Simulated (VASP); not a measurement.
Data:

```xyz
1
Lattice="-1.5150 1.5150 1.5150 1.5150 -1.5150 1.5150 1.5150 1.5150 -1.5150" Properties=species:S:1:pos:R:3 pbc="T T T"
V      0.0000     0.0000     0.0000
```

Level of theory: PBE GGA with D3 dispersion (zero damping), VASP's PBE PAW potentials (set 64) (plane waves; VASP). Numerical set-up: 520 eV cut-off, 15×15×15 Γ-centred mesh, first-order Methfessel-Paxton smearing of 0.10 eV, potentials V_sv.

Energy and stress use the plane-wave basis of the starting cell.

### Question
The ions, cell shape and volume are relaxed. Give the cell that the relaxation ends in.

### Answer

```xyz
1
Lattice="-1.4785 1.4785 1.4785 1.4785 -1.4785 1.4785 1.4785 1.4785 -1.4785" Properties=species:S:1:pos:R:3 pbc="T T T"
V      0.0000     0.0000     0.0000
```
Space group Im-3m (229), at a tolerance of 0.03 Å.

### Question
How do energy and volume change from the first to the last step?

### Answer
The energy (σ→0) changes by -42.4 meV/atom and the volume by -7.1 %, in 4 ionic steps.

The compound is V in the bcc structure. This run relaxes it. Symmetry was kept, so distortions that lower it aren't found. The run is not spin-polarised, so no magnetic state was tried.
